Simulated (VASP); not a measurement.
Data:

```
CELL_PARAMETERS angstrom
      0.00000     2.94816     2.94816
      2.94816     0.00000     2.94816
      2.94816     2.94816     0.00000
ATOMIC_POSITIONS crystal
  Pb 0.00000 0.00000 0.00000
  Se 0.50000 0.50000 0.50000
```

The numbers are results of LDA (Ceperley-Alder, Perdew-Zunger), VASP's LDA PAW potentials (set 64) (plane waves; VASP), not measurements. Run with 500 eV cut-off, 8×8×8 Γ-centred mesh, Gaussian smearing of 0.050 eV, potentials Pb_d Se.

Unless said otherwise, spin-orbit coupling is left out, though it shifts the bands of the heavy elements here.

Question: What does the run give for the energy per atom (σ→0), pressure, band gap (on the k-mesh) with the smallest direct gap where there is one?

Answer: 
```json
{
 "band gap (on the k-mesh)": "0.26 eV",
 "smallest direct gap (on the k-mesh)": "0.26 eV",
 "energy per atom (σ→0)": "-4700 meV/atom",
 "pressure": "4.97 GPa"
}
```

The compound is PbSe in the rock salt structure. It was relaxed first under an external pressure of 5 GPa.
